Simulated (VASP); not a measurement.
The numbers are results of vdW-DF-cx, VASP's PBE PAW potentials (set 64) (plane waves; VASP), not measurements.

VASP input:

INCAR:
```
SYSTEM  =  Si
PREC  =  Accurate; ENCUT  =  520; LREAL  =  .False.
LASPH  =  .True.
EDIFF  =  1E-7; NELM  =  100; ALGO  =  Normal
ISMEAR  =  0; SIGMA  =  0.05
GGA  =  CX; LUSE_VDW  =  .True.; AGGAC  =  0.0
ISIF  =  2
LWAVE  =  .False.; LCHARG  =  .False.
```

KPOINTS:
```
K-points
0
Gamma
8 8 8
0 0 0
```

POSCAR:
```
Si
3.851090
  0.0000000000   0.7071068298   0.7071068298
  0.7071068298   0.0000000000   0.7071068298
  0.7071068298   0.7071068298   0.0000000000
Si
2
direct
  0.0000000000   0.0000000000   0.0000000000
  0.2500000000   0.2500000000   0.2500000000
```

POTCAR, in this order: Si (PBE.64 set). Program: vasp_std.

Output

OUTCAR:
```
 ion  position               nearest neighbor table
   1  0.000  0.000  0.000-   2 2.36   2 2.36   2 2.36   2 2.36
   2  0.250  0.250  0.250-   1 2.36   1 2.36   1 2.36   1 2.36
  LATTYP: Found a face centered cubic cell.
 ALAT       =     5.4462640822
 Subroutine PRICEL returns:
 Original cell was already a primitive cell.
 Subroutine GETGRP returns: Found 48 space group operations
The static configuration has the point symmetry T_d .
 The point group associated with its full space group is O_h .
The dynamic configuration has the point symmetry T_d .
 Subroutine INISYM returns: Found 48 space group operations
 Subroutine IBZKPT returns following result:
 Found     29 irreducible k-points:

 Following reciprocal coordinates:
            Coordinates               Weight
  0.000000  0.000000  0.000000      1.000000
  0.125000  0.000000  0.000000      8.000000
  0.250000  0.000000  0.000000      8.000000
  0.375000  0.000000  0.000000      8.000000
  0.500000  0.000000  0.000000      4.000000
  0.125000  0.125000  0.000000      6.000000
  0.250000  0.125000  0.000000     24.000000
  0.375000  0.125000  0.000000     24.000000
  0.500000  0.125000  0.000000     24.000000
 -0.375000  0.125000  0.000000     24.000000
 -0.250000  0.125000  0.000000     24.000000
 -0.125000  0.125000  0.000000     12.000000
  0.250000  0.250000  0.000000      6.000000
  0.375000  0.250000  0.000000     24.000000
  0.500000  0.250000  0.000000     24.000000
 -0.375000  0.250000  0.000000     24.000000
 -0.250000  0.250000  0.000000     12.000000
  0.375000  0.375000  0.000000      6.000000
  0.500000  0.375000  0.000000     24.000000
 -0.375000  0.375000  0.000000     12.000000
  0.500000  0.500000  0.000000      3.000000
  0.375000  0.250000  0.125000     24.000000
  0.500000  0.250000  0.125000     48.000000
 -0.375000  0.250000  0.125000     24.000000
  0.500000  0.375000  0.125000     24.000000
 -0.375000  0.375000  0.125000     48.000000
 -0.250000  0.375000  0.125000     24.000000
 -0.375000  0.500000  0.125000     12.000000
 -0.250000  0.500000  0.250000      6.000000
   k-points           NKPTS =     29   k-points in BZ     NKDIM =     29   number of bands    NBANDS=      8
   number of dos      NEDOS =    301   number of ions     NIONS =      2
   total plane-waves  NPLWV =  27000
   dimension x,y,z NGX =    30 NGY =   30 NGZ =   30
   dimension x,y,z NGXF=    60 NGYF=   60 NGZF=   60
   ions per type =               2
   PREC   = accura    normal or accurate (medium, high low for compatibility)
   ISTART =      0    job   : 0-new  1-cont  2-samecut
   ICHARG =      2    charge: 1-file 2-atom 10-const
   ISPIN  =      1    spin polarized calculation?
   LNONCOLLINEAR =      F non collinear calculations
   LSORBIT =      F    spin-orbit coupling
   INIWAV =      1    electr: 0-lowe 1-rand  2-diag
   ENCUT  =  520.0 eV  38.22 Ry    6.18 a.u.   7.16  7.16  7.16*2*pi/ulx,y,z
   NELM   =    100;   NELMIN=  2; NELMDL= -5     # of ELM steps
   EDIFF  = 0.1E-06   stopping-criterion for ELM
   LREAL  =      F    real-space projection
   NLSPLINE    = F    spline interpolate recip. space projectors
   LMAXMIX     =    2 max onsite mixed and CHGCAR
   VOSKOWN=      0    Vosko Wilk Nusair interpolation
   EDIFFG = 0.1E-05   stopping-criterion for IOM
   NSW    =      0    number of steps for IOM
   NBLOCK =      1;   KBLOCK =      1    inner block; outer block
   IBRION =     -1    ionic relax: 0-MD 1-quasi-New 2-CG
   NFREE  =      0    steps in history (QN), initial steepest desc. (CG)
   ISIF   =      2    stress and relaxation
   ISYM   =      2    0-nonsym 1-usesym 2-fastsym
   TEIN   =    0.0    initial temperature
   TEBEG  =    0.0;   TEEND  =   0.0 temperature during run
...
```

File OSZICAR:
```
       N       E                     dE             d eps       ncg     rms          rms(c)
DAV:   1     0.887271227943E+01    0.88727E+01   -0.30674E+03   464   0.749E+02
DAV:   2    -0.866483997940E+01   -0.17538E+02   -0.16784E+02   728   0.824E+01
DAV:   3    -0.888107328097E+01   -0.21623E+00   -0.21623E+00   600   0.116E+01
DAV:   4    -0.888180755559E+01   -0.73427E-03   -0.73427E-03   728   0.739E-01
DAV:   5    -0.888180826958E+01   -0.71399E-06   -0.71400E-06   584   0.220E-02    0.504E+00
DAV:   6    -0.877754157819E+01    0.10427E+00   -0.79349E-02   552   0.146E+00    0.310E+00
DAV:   7    -0.872892562105E+01    0.48616E-01   -0.16295E-01   592   0.218E+00    0.203E-01
DAV:   8    -0.872961539155E+01   -0.68977E-03   -0.48115E-03   528   0.492E-01    0.655E-02
DAV:   9    -0.872965203564E+01   -0.36644E-04   -0.15205E-04   712   0.907E-02    0.624E-02
DAV:  10    -0.872968069703E+01   -0.28661E-04   -0.60883E-05   504   0.582E-02    0.364E-02
DAV:  11    -0.872968069605E+01    0.97918E-09   -0.10330E-06   640   0.833E-03    0.766E-03
DAV:  12    -0.872968070193E+01   -0.58742E-08   -0.31192E-08   536   0.157E-03
   1 F= -.87296807E+01 E0= -.87296807E+01  d E =-.397488E-11
```

**OUTCAR**
```
------------------------ aborting loop because EDIFF is reached ----------------------------------------
  FORCE on cell =-STRESS in cart. coord.  units (eV):
  Direction    XX          YY          ZZ          XY          YZ          ZX
  --------------------------------------------------------------------------------------
  Total        0.0013748      0.0013748      0.0013748      0.0000000      0.0000000     -0.0000000
  in kB        0.0545408      0.0545408      0.0545408      0.0000000      0.0000000     -0.0000000
  external PRESSURE =       0.0545408 kB  Pullay stress =       0.0000000 kB
  volume of cell :       40.39
      direct lattice vectors                 reciprocal lattice vectors
     0.000000000  2.723132041  2.723132041    -0.183612103  0.183612103  0.183612103
     2.723132041  0.000000000  2.723132041     0.183612103 -0.183612103  0.183612103
     2.723132041  2.723132041  0.000000000     0.183612103  0.183612103 -0.183612103
 POSITION                                       TOTAL-FORCE (eV/Angst)
 -----------------------------------------------------------------------------------
      0.00000      0.00000      0.00000         0.000000      0.000000      0.000000
      1.36157      1.36157      1.36157        -0.000000     -0.000000     -0.000000
 -----------------------------------------------------------------------------------
    total drift:                               -0.000000     -0.000000     -0.000000
  FREE ENERGIE OF THE ION-ELECTRON SYSTEM (eV)
  ---------------------------------------------------
  free  energy   TOTEN  =        -8.7296807019 eV

  energy  without entropy=       -8.7296807019  energy(sigma->0) =       -8.72968070
```
(Selected blocks of OUTCAR.)

File OUTCAR:
```
 val. band max:        5.7227968359   @ k =   0.0000   0.0000   0.0000

 cond. band min:       6.3181808914   @ k =   0.3750   0.3750   0.0000


 Fermi energy:         5.9322199409

 k-point     1 :       0.0000    0.0000    0.0000
  band No.  band energies     occupation
      1      -6.1651      2.00000
      2       5.7228      2.00000
      3       5.7228      2.00000
      4       5.7228      2.00000
      5       8.2762      0.00000
      6       8.2762      0.00000
      7       8.2762      0.00000
      8       9.0578      0.00000

 k-point     2 :       0.1250    0.0000    0.0000
  band No.  band energies     occupation
      1      -5.9620      2.00000
      2       4.1339      2.00000
      3       5.4361      2.00000
      4       5.4361      2.00000
      5       8.2067      0.00000
      6       8.6978      0.00000
      7       8.6978      0.00000
      8      10.3950      0.00000

 k-point     3 :       0.2500    0.0000    0.0000
  band No.  band energies     occupation
      1      -5.3695      2.00000
      2       1.8187      2.00000
      3       4.9688      2.00000
      4       4.9688      2.00000
      5       7.7310      0.00000
      6       9.2125      0.00000
      7       9.2125      0.00000
      8      12.5790      0.00000

 k-point     4 :       0.3750    0.0000    0.0000
  band No.  band energies     occupation
      1      -4.4798      2.00000
      2      -0.1909      2.00000
      3       4.6441      2.00000
      4       4.6441      2.00000
      5       7.3680      0.00000
      6       9.1570      0.00000
      7       9.1570      0.00000
      8      13.5107      0.00000

 k-point     5 :       0.5000    0.0000    0.0000
  band No.  band energies     occupation
      1      -3.8436      2.00000
      2      -1.2094      2.00000
      3       4.5331      2.00000
      4       4.5331      2.00000
      5       7.2404      0.00000
      6       9.0460      0.00000
      7       9.0460      0.00000
...
```

The compound is Si in the diamond structure. It was relaxed first.
